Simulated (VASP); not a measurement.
## TiTe (relaxed from the rock salt structure, space group Fm-3m): computed properties

All values below come from PBEsol GGA, VASP's PBE PAW potentials (set 64) (plane waves; VASP).

```yaml
space_group: Fm-3m (225)
cell: a = b = c = 5.5596 Å, α = β = γ = 90.00°
volume_per_atom: 21.48 Å^3/atom
band gap (over mesh and band path): none (metal, semimetal or under 0.01 eV)
density: 6.78 g/cm³
```

```cif
data_Te4Ti4
_chemical_formula_sum 'Ti4 Te4'
_space_group_name_H-M_alt 'Fm-3m'
_space_group_IT_number 225
_space_group_name_Hall '-F 4 2 3'
_cell_length_a 5.55963
_cell_length_b 5.55963
_cell_length_c 5.55963
_cell_angle_alpha 90.000
_cell_angle_beta 90.000
_cell_angle_gamma 90.000
loop_
_atom_site_label
_atom_site_type_symbol
_atom_site_symmetry_multiplicity
_atom_site_Wyckoff_symbol
_atom_site_fract_x
_atom_site_fract_y
_atom_site_fract_z
_atom_site_occupancy
Ti1 Ti 4 a 0.00000 0.00000 0.00000 1
Te1 Te 4 b 0.50000 0.50000 0.50000 1
```
(The calculation used a cell of 2 atoms; values per cell refer to that cell.)

Unless said otherwise, spin-orbit coupling is left out, though it shifts the bands of the heavy elements here.

The structure was generated: TiTe was put into the rock salt type (Fm-3m), which need not be its known phase. It was relaxed first, which changed the volume by -36 %. Symmetry was kept, so distortions that lower it aren't found.
